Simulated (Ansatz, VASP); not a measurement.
# Be (Beryllium): VASP beside Ansatz, part 2 of 2

One calculation is typed for both programs; each brings its own data sets. How far apart do they land? The cell is taken from a series of runs on this material, whose earlier steps may have relaxed, scaled, displaced or heated it; both programs get it as it stands.

VASP 6.6.1 and Ansatz 0.2.0.

So far: The structure; VASP: relaxation of cell and atoms, RPBE; Ansatz: relaxation of cell and atoms, RPBE; Comparison.

## 5. Ansatz: zone-centre phonons, RPBE

Level of this step: Ansatz beside VASP: Kohn-Sham DFT, plane waves, RPBE (Ansatz).

Second derivatives magnify differences that forces hide, and they need a tight electronic threshold.

The cell is taken from a series of runs on this material, whose earlier steps may have relaxed, scaled, displaced or heated it; both programs get it as it stands.

File input.yaml:

```yaml
crystal:
  lattice:
    - [2.2856400601, 0.0, 0.0]
    - [-1.1428200301, 1.979422356, 0.0]
    - [0.0, 0.0, 3.5880306967]
  atoms:
    - { symbol: Be, position: [0.3333333333, 0.6666666667, 0.25] }
    - { symbol: Be, position: [0.6666666667, 0.3333333333, 0.75] }
kpoints:
  mp_grid: { grid: [27, 27, 14] }
hamiltonian:
  xc: rpbe
scf:
  occupations: { method: methfessel_paxton, width: 0.2 }
output:
  eigenvalues: true
phonons:
  method: dfpt
```

Command:

```console
$ ansatz run input.yaml --threads 4 --pin off --max-ram 7168MiB --backend cpu --events-out ev --progress --plain --runs-dir out
```

Numbers of over 12 decimals in the logs are rounded to 6 here.

What it wrote:

```text
zone centre: on kpoints.mp_grid the ground state, and the responses unless they are solved on pairs of k-points, stand on 1568 of the mesh's 10206 k-points, reduced under 4 symmetry operations, with k and −k counted as one. Each operation leaves every solved displacement unchanged or reverses it
[...]
Crystal: 2 atoms, lattice volume = 16.233 Å³
[...]
k mesh reduced under 4 symmetry operations, with k and −k counted as one. Each operation leaves every solved displacement unchanged or reverses it
  ASR residual: 3.749e-4 → 0.000e0 eV/Å²; symmetrization residual: 1.318e-11 eV/Å²
  ASR residual per site (eV/Å²): 3.75e-4 3.75e-4
  Γ frequencies (cm⁻¹): 0.00 0.00 0.00 458.72 458.72 681.11
  non-analytic LO–TO correction: not included (Born effective charges unavailable; polar crystals: no LO–TO splitting at Γ)
[key lines of the parts left out:]
SCF converged after 6 iterations
Free energy (F): -187.361995 eV
Fermi energy:    7.931699 eV
```

## 6. VASP: zone-centre phonons, RPBE

The same cell, functional, mesh and smearing now go to VASP, with its own data sets.

File INCAR:

```
SYSTEM = Be
PREC = Accurate
ENCUT = 600
EDIFF = 1E-08
NELM = 120
ISMEAR = 1
SIGMA = 0.2
LREAL = .FALSE.
ALGO = Normal
GGA = RP
NBANDS = 8
LORBIT = 11
LWAVE = .FALSE.
LCHARG = .FALSE.
ISIF = 2
IBRION = 8
LASPH = .TRUE.
GGA_COMPAT = .FALSE.
KPAR = 2
```

File POSCAR:

```
Be
1.0
    2.2856400601      0.0000000000      0.0000000000
   -1.1428200301      1.9794223560      0.0000000000
    0.0000000000      0.0000000000      3.5880306967
Be
2
Direct
    0.3333333333      0.6666666667      0.2500000000
    0.6666666667      0.3333333333      0.7500000000
```

File KPOINTS:

```
Automatic mesh
0
Gamma
27 27 14
0 0 0
```

The projector-augmented-wave data sets are Be (PBE family, release 64).

Command:

```console
$ mpirun -np 2 vasp_std
```

What it wrote:

```text
[banner, memory and clock lines left out]
running    2 mpi-ranks, on    1 nodes
[...]
[... a notice as in an earlier step ...]

 LDA part: xc-table for (Slater+PW92), standard interpolation
 POSCAR, INCAR and KPOINTS ok, starting setup
[...]
entering main loop
       N       E                     dE             d eps       ncg     rms          rms(c)
DAV:   1    -0.242080271779E+01   -0.24208E+01   -0.19844E+03  9688   0.463E+02
DAV:   2    -0.706858889592E+01   -0.46478E+01   -0.45638E+01 15448   0.546E+01
DAV:   3    -0.708672166360E+01   -0.18133E-01   -0.18091E-01 10536   0.298E+00
DAV:   4    -0.708673385156E+01   -0.12188E-04   -0.12187E-04 14280   0.831E-02
[...]
DAV:  10    -0.702956634651E+01    0.48537E-06   -0.12517E-08 11704   0.104E-03    0.301E-04
DAV:  11    -0.702956611871E+01    0.22780E-06   -0.36345E-09 10328   0.651E-04    0.725E-06
DAV:  12    -0.702956611270E+01    0.60084E-08   -0.31057E-11  4824   0.362E-05
   1 F= -.70295661E+01 E0= -.70296679E+01  d E =0.305376E-03
[...]
RMM:   8    -0.623787262813E-02   -0.47824E-08    0.71976E-11 67731   0.302E-06    0.230E-07
 first order change of Fermi-energy   0.16447E-05
 force on displaced ion       1 direction 1 :  -3.482   0.000   0.000
 Linear response progress:
  Degree of freedom:   2/  2
       N       E                     dE             d eps       ncg     rms          rms(c)
RMM:   1    -0.156005141757E-01   -0.15601E-01    0.32678E-02 36600   0.636E-01
RMM:   2    -0.143800612207E-01    0.12205E-02    0.15068E-03 23470   0.854E-02    0.999E-02
RMM:   3    -0.139643712597E-01    0.41569E-03    0.88044E-04 23231   0.824E-02    0.377E-02
RMM:   4    -0.141802793063E-01   -0.21591E-03    0.15546E-04 23789   0.470E-02    0.421E-03
RMM:   5    -0.142085666414E-01   -0.28287E-04   -0.31663E-05 24733   0.485E-03    0.524E-04
RMM:   6    -0.142064021446E-01    0.21645E-05   -0.69537E-06 24513   0.612E-04    0.838E-05
RMM:   7    -0.142055900339E-01    0.81211E-06   -0.13451E-06 25308   0.631E-05    0.129E-05
RMM:   8    -0.142055268714E-01    0.63162E-07   -0.29754E-08 23501   0.191E-05    0.916E-07
RMM:   9    -0.142055241679E-01    0.27035E-08   -0.95006E-09 24729   0.308E-06    0.302E-07
 first order change of Fermi-energy   0.11073E-04
 force on displaced ion       1 direction 3 :   0.000  -0.000  -7.815
 Linear response finished
```

From OUTCAR (step 6):

```text
  Total        0.0020868      0.0020868      0.0069590     -0.0000000     -0.0000000     -0.0000000
  in kB        0.2059633      0.2059633      0.6868350     -0.0000000     -0.0000000     -0.0000000
  external PRESSURE =       0.3662539 kB  Pullay stress =       0.0000000 kB

 POSITION                                       TOTAL-FORCE (eV/Angst)
 -----------------------------------------------------------------------------------
     -0.00000      1.31961      0.89701         0.000000     -0.000000      0.000000
      1.14282      0.65981      2.69102        -0.000000      0.000000      0.000000
 -----------------------------------------------------------------------------------
    total drift:                                0.000000     -0.000000      0.000000

[... 1 part as in an earlier step ...]

[... 1 further part left out ...]
```

## 7. Comparison

The two programs side by side:

| quantity | Ansatz | VASP | difference |
| --- | --- | --- | --- |
| optical mode 1 to 2 (cm⁻¹) | 458.7 | 458.4 | +0.08 % |
| optical mode 3 (cm⁻¹) | 681.1 | 686.7 | -0.82 % |

Modes are paired by rising frequency, not by their patterns, so a pair may set unlike modes beside each other; they are those without the splitting of longitudinal modes.

## 8. Outcome

```yaml
difference_in_volume_relaxation_of_cell_and_atoms_rpbe: -0.021 %
r_m_s_difference_of_the_optical_zone_centre_modes_each_program_s_sorted_by_frequency_zone_centre_phonons_rpbe: 3.3 cm⁻¹
difference_in_optical_mode_3_zone_centre_phonons_rpbe: -0.8 %
```

In words: The difference in volume is -0.021 % (relaxation of cell and atoms, RPBE), within the 1.2 % picked in this series as the mark of a large difference, as far as the stopping tolerances let one tell. Among the rows given in per cent, the largest difference of the zone-centre phonons, RPBE pair is in optical mode 3, -0.8 %. 1 further run of this series is not shown here. How closely two codes agree says nothing of how well the functional describes the real material.

[Lines on the potential files, build, host, timing and source positions are cut from VASP's logs without a mark.]

[Logs are printed without paths, hosts, clocks, repeated set-up lines and the standing remarks that a program may print on its own settings, such as how far it seeks lower states.]

[Hosts, paths, dates, database ids (printed as entryN), source tags and the programs' standing remarks are cut or masked in the printed files.]
